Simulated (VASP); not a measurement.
A convergence study with VASP on Br (space group Cmce): one setting is varied, all else stays as given below, so the limit is that of these other settings. ε∞ is the independent-particle value.

```
Br
1.0
    2.25501    -3.35734     0.00000
    2.25501     3.35734     0.00000
    0.00000     0.00000     8.77842
Br
4
Direct
  0.86100   0.86100   0.88900
  0.63900   0.63900   0.38900
  0.36100   0.36100   0.61100
  0.13900   0.13900   0.11100
```

Calculation: PBE GGA, VASP's PBE PAW potentials (set 64) (plane waves; VASP 6.6.1). The tightest run used: 550 eV cut-off, 5×5×2 Γ-centred mesh, Gaussian smearing of 0.050 eV, potentials Br.

Task: The settings run are NBANDS = 15; NBANDS = 16; NBANDS = 18; NBANDS = 22; NBANDS = 30; NBANDS = 46; NBANDS = 78; NBANDS = 142. From which on does the mean ε∞ stay within 0.3  of the tightest run?

Result: From NBANDS = 30 on: it is off by 0.17 there and by no more than 0.3 in any finer run, while NBANDS = 22 is off by 0.58.
| setting | mean ε∞ | bands | difference judged () |
|---|---|---|---|
| NBANDS = 15 | 3.10 | 15 | 3.25 |
| NBANDS = 16 | 4.80 | 16 | 1.55 |
| NBANDS = 18 | 5.23 | 18 | 1.12 |
| NBANDS = 22 | 5.77 | 22 | 0.58 |
| NBANDS = 30 | 6.18 | 30 | 0.17 |
| NBANDS = 46 | 6.32 | 46 | 0.03 |
| NBANDS = 78 | 6.35 | 78 | 0.00 |
| NBANDS = 142 | 6.35 | 142 | 0.00 |

Left out are rungs that failed or repeat a setting and relaxations that didn't move; long series are thinned to 24 rows.

The structure was generated: Br was put into an ordered model structure (Cmce), which need not be its known phase. The cell was not relaxed at this level, forces remain on its atoms.
